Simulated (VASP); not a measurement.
These are r2SCAN meta-GGA, VASP's PBE PAW potentials (set 64) (plane waves; VASP 6.6.1) values and carry that method's errors.

VASP ran on this input.

### KPOINTS_OPT
```
k-points along high-symmetry lines
10
Line-mode
Reciprocal
  0.000000   0.000000   0.000000 ! GAMMA
  0.000000   0.500000   0.000000 ! X

  0.000000   0.500000   0.000000 ! X
  0.500000   0.500000   0.000000 ! M

  0.500000   0.500000   0.000000 ! M
  0.000000   0.000000   0.000000 ! GAMMA

  0.000000   0.000000   0.000000 ! GAMMA
  0.500000   0.500000   0.500000 ! R

  0.500000   0.500000   0.500000 ! R
  0.000000   0.500000   0.000000 ! X

  0.500000   0.500000   0.500000 ! R
  0.500000   0.500000   0.000000 ! M
```

File POSCAR:
```
Ga4BiAs3
1
    5.8329139229     0.0000000000     0.0000000000
    0.0000000000     5.8329139229     0.0000000000
    0.0000000000     0.0000000000     5.8329139229
Ga Bi As
4 1 3
Direct
  0.2613725278   0.2613725278   0.2613725278
  0.2613725278   0.7386274722   0.7386274722
  0.7386274722   0.7386274722   0.2613725278
  0.7386274722   0.2613725278   0.7386274722
  0.0000000000   0.0000000000   0.0000000000
  0.5000000000   0.5000000000   0.0000000000
  0.0000000000   0.5000000000   0.5000000000
  0.5000000000   0.0000000000   0.5000000000
```

### KPOINTS
```
Automatic mesh
0
gamma
  6 6 6
```

**INCAR**
```
! general
SYSTEM   =  Ga4BiAs3
PREC     =  Accurate
ENCUT    =  400
LREAL    =  .False.
LASPH    =  .True.   ! aspherical one-centre terms

! electronic loop
EDIFF    =  1E-7   ! SCF stop (eV)
NELM     =  100   ! most electronic steps
ALGO     =  Normal   ! blocked Davidson
LMAXMIX  =  4   ! l cut-off of mixed one-centre charges
LMIXTAU  =  .True.

! smearing
ISMEAR   =  -5

! functional
METAGGA  =  R2SCAN

! ions
ISIF     =  2   ! forces and stress, cell fixed

! output
LWAVE    =  .False.
LCHARG   =  .False.
LORBIT   =  11   ! lm-projected
NEDOS    =  601   ! DOS grid
```

POTCAR, in this order: Ga_d Bi_d As (PBE.64 set). Program: vasp_std.

Output

File OSZICAR:
```
       N       E                     dE             d eps       ncg     rms          rms(c)
DAV:   1     0.613389564614E+03    0.61339E+03   -0.33979E+04  2024   0.210E+03
DAV:   2    -0.515939917932E+02   -0.66498E+03   -0.64576E+03  2144   0.574E+02
DAV:   3    -0.155175075195E+03   -0.10358E+03   -0.10143E+03  2202   0.181E+02
DAV:   4    -0.161435430682E+03   -0.62604E+01   -0.62069E+01  2409   0.474E+01
DAV:   5    -0.161657113120E+03   -0.22168E+00   -0.22145E+00  2895   0.867E+00    0.577E+00
DAV:   6    -0.154328294255E+03    0.73288E+01   -0.30438E+00  2647   0.195E+01    0.319E+00
DAV:   7    -0.148153934990E+03    0.61744E+01   -0.13551E+00  2185   0.734E+00    0.190E+00
DAV:   8    -0.150603761634E+03   -0.24498E+01   -0.14936E+00  2041   0.602E+00    0.544E-01
DAV:   9    -0.150670685216E+03   -0.66924E-01   -0.21936E-01  2197   0.221E+00    0.496E-01
DAV:  10    -0.150737951224E+03   -0.67266E-01   -0.69810E-02  2132   0.162E+00    0.265E-01
DAV:  11    -0.150466871119E+03    0.27108E+00   -0.19308E-01  1989   0.241E+00    0.146E-01
DAV:  12    -0.150694764391E+03   -0.22789E+00   -0.78023E-02  2029   0.133E+00    0.163E-01
DAV:  13    -0.150695869704E+03   -0.11053E-02   -0.14901E-03  2627   0.214E-01    0.171E-01
DAV:  14    -0.150697095138E+03   -0.12254E-02   -0.18528E-04  2195   0.759E-02    0.155E-01
DAV:  15    -0.150697558161E+03   -0.46302E-03   -0.18610E-03  2126   0.291E-01    0.111E-01
DAV:  16    -0.150695713289E+03    0.18449E-02   -0.43586E-03  2069   0.446E-01    0.375E-01
DAV:  17    -0.150698184484E+03   -0.24712E-02   -0.10445E-03  2056   0.232E-01    0.326E-01
DAV:  18    -0.150695756465E+03    0.24280E-02   -0.11981E-03  2135   0.260E-01    0.141E-01
DAV:  19    -0.150698191248E+03   -0.24348E-02   -0.43811E-04  2100   0.148E-01    0.120E-01
DAV:  20    -0.150698173170E+03    0.18078E-04   -0.52654E-05  2453   0.542E-02    0.841E-02
DAV:  21    -0.150698591759E+03   -0.41859E-03   -0.18395E-04  2036   0.802E-02    0.268E-02
DAV:  22    -0.150698616325E+03   -0.24566E-04   -0.53351E-05  2355   0.415E-02    0.450E-03
DAV:  23    -0.150698619962E+03   -0.36371E-05   -0.34949E-06  2388   0.120E-02    0.238E-03
DAV:  24    -0.150698619007E+03    0.95527E-06   -0.84641E-07  2222   0.731E-03    0.179E-03
DAV:  25    -0.150698624686E+03   -0.56788E-05   -0.19132E-06  1702   0.804E-03    0.850E-04
DAV:  26    -0.150698624868E+03   -0.18270E-06   -0.11989E-07  1541   0.249E-03    0.427E-04
DAV:  27    -0.150698624727E+03    0.14178E-06   -0.19562E-08  1176   0.110E-03    0.212E-04
DAV:  28    -0.150698624821E+03   -0.94646E-07   -0.25322E-08  1123   0.100E-03
   1 F= -.15069862E+03 E0= -.15069862E+03  d E =0.000000E+00
       N       E                     dE             ncg
       N       E                     dE             ncg
       N       E                     dE             ncg
```

File OUTCAR:
```
------------------------ aborting loop because EDIFF is reached ----------------------------------------
  FORCE on cell =-STRESS in cart. coord.  units (eV):
  Direction    XX          YY          ZZ          XY          YZ          ZX
  --------------------------------------------------------------------------------------
  Total        0.0333526      0.0333526      0.0333526     -0.0000000     -0.0000000      0.0000000
  in kB        0.2692671      0.2692671      0.2692671     -0.0000000     -0.0000000      0.0000000
  external PRESSURE =       0.2692671 kB  Pullay stress =       0.0000000 kB
  volume of cell :      198.45
      direct lattice vectors                 reciprocal lattice vectors
     5.832913923  0.000000000  0.000000000     0.171440898  0.000000000  0.000000000
     0.000000000  5.832913923  0.000000000     0.000000000  0.171440898  0.000000000
     0.000000000  0.000000000  5.832913923     0.000000000  0.000000000  0.171440898
 POSITION                                       TOTAL-FORCE (eV/Angst)
 -----------------------------------------------------------------------------------
      1.52456      1.52456      1.52456         0.001878      0.001878      0.001878
      1.52456      4.30835      4.30835         0.001878     -0.001878     -0.001878
      4.30835      4.30835      1.52456        -0.001878     -0.001878      0.001878
      4.30835      1.52456      4.30835        -0.001878      0.001878     -0.001878
      0.00000      0.00000      0.00000        -0.000000      0.000000      0.000000
      2.91646      2.91646      0.00000         0.000000      0.000000      0.000000
      0.00000      2.91646      2.91646         0.000000      0.000000     -0.000000
      2.91646      0.00000      2.91646        -0.000000      0.000000     -0.000000
 -----------------------------------------------------------------------------------
    total drift:                               -0.000000     -0.000000      0.000000
  FREE ENERGIE OF THE ION-ELECTRON SYSTEM (eV)
  ---------------------------------------------------
  free  energy   TOTEN  =      -150.6986248214 eV

  energy  without entropy=     -150.6986248214  energy(sigma->0) =     -150.69862482

 total charge

# of ion       s       p       d       tot
------------------------------------------
    1        0.863   0.759   9.984  11.606
    2        0.863   0.759   9.984  11.606
    3        0.863   0.759   9.984  11.606
    4        0.863   0.759   9.984  11.606
    5        1.403   1.736   9.899  13.038
    6        1.212   1.592   0.030   2.834
    7        1.212   1.592   0.030   2.834
    8        1.212   1.592   0.030   2.834
--------------------------------------------------
tot          8.490   9.546  49.926  67.963
```
(Selected blocks of OUTCAR.)

For a metal the tetrahedron method with Blöchl corrections gives inexact stress and forces.

The structure comes from a computed database's Ga4BiAs3 entry (P-43m); how it stands against other phases isn't given here. It was relaxed first, which changed the volume by -5 %.
